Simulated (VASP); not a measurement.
Input:

```
Re
1.0
    4.36036     0.00000     0.00000
   -2.18018     3.77619     0.00000
    0.00000     0.00000     2.65204
Re
3
Direct
  0.00000   0.00000   0.00000
  0.33333   0.66667   0.50000
  0.66667   0.33333   0.50000
```

Computed with PBE GGA, VASP's PBE PAW potentials (set 64) (plane waves; VASP 6.6.1). Run with 300 eV cut-off, 7×7×9 Γ-centred mesh, Gaussian smearing of 0.27 eV, potentials Re.

At this cut-off the stress carries a Pulay error, which pulls relaxed volumes low. Energy and stress use the plane-wave basis of the starting cell.

Problem. The ions, cell shape and volume are relaxed. Predict the relaxed structure.

Solution. 
```
Re
1.0
    4.37356     0.00000     0.00000
   -2.18678     3.78761     0.00000
    0.00000     0.00000     2.73369
Re
3
Direct
  0.00000   0.00000   0.00000
  0.33333   0.66667   0.50000
  0.66667   0.33333   0.50000
```
Space group P6/mmm (191), at a tolerance of 0.03 Å.

Problem. How do energy and volume change from the first to the last step?

Solution. The energy (σ→0) changes by -32.9 meV/atom and the volume by +3.7 %, in 9 ionic steps.

The structure was generated: Re was put into an ordered model structure, which need not be its known phase. This run relaxes it. Symmetry was kept, so distortions that lower it aren't found. The run is one of a series of settings (EDIFFG = -0.01, IBRION = 2, ISIF = 3, NSW = 50 against the base run), some of them coarse on purpose. VASP warned that the highest band is occupied, so more bands are needed.
